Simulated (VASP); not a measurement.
The system is Cd2TeO.

```
Cd Te O
1.0
     5.28148    0.00000    0.00000
     0.00000    5.28148    0.00000
     0.00000    0.00000    3.55966
Cd Te O
2 1 1
Direct
  0.00000 0.50000 0.00000
  0.50000 0.00000 0.00000
  0.50000 0.50000 0.00000
  0.00000 0.00000 0.50000
```

The cell was built by a generator and needn't be a form met in nature.

| Item | Value |
| --- | --- |
| Program | VASP 6.6.1 |
| Task | relaxation of cell and atoms |
| Functional | PBE |
| Potentials or basis | VASP PAW PBE potentials, release 64 (Cd, Te, O) |
| Cutoff | 520 eV |
| k mesh | 3 × 3 × 4 |
| Occupations | gaussian, width 0.15 eV |
| Spin | no spin polarisation |

At the start: pressure 1.2 GPa; volume 24.82 Å³/atom.

Q: How do energy, volume and symmetry change on relaxing?

A: Over 6 steps the energy falls by 90.9 meV/atom and the volume is 23.72 Å³/atom (-4.4 %); space group P4/mmm (No. 123, to 0.05 Å).

Step by step:
```tsv
step	energy change (eV)	largest force (eV/Å)	pressure (GPa)	volume (Å³)
1	0.0000	0.0000	1.20	99.29
2	-0.1833	0.0000	-2.20	101.84
3	-0.2360	0.0000	-3.51	103.82
4	-0.3174	0.0000	-2.13	98.67
5	-0.3176	0.0000	-2.25	98.86
6	-0.3638	0.0000	-0.26	94.89
```

Final structure:
```
Cd Te O
1.0
     5.47994    0.00000    0.00000
     0.00000    5.47994    0.00000
     0.00000    0.00000    3.15982
Cd Te O
2 1 1
Direct
  0.00000 0.50000 0.00000
  0.50000 0.00000 0.00000
  0.50000 0.50000 0.00000
  0.00000 0.00000 0.50000
```

Caveat: the k mesh is coarse (spacing up to 0.44 Å⁻¹), so the values aren't converged.
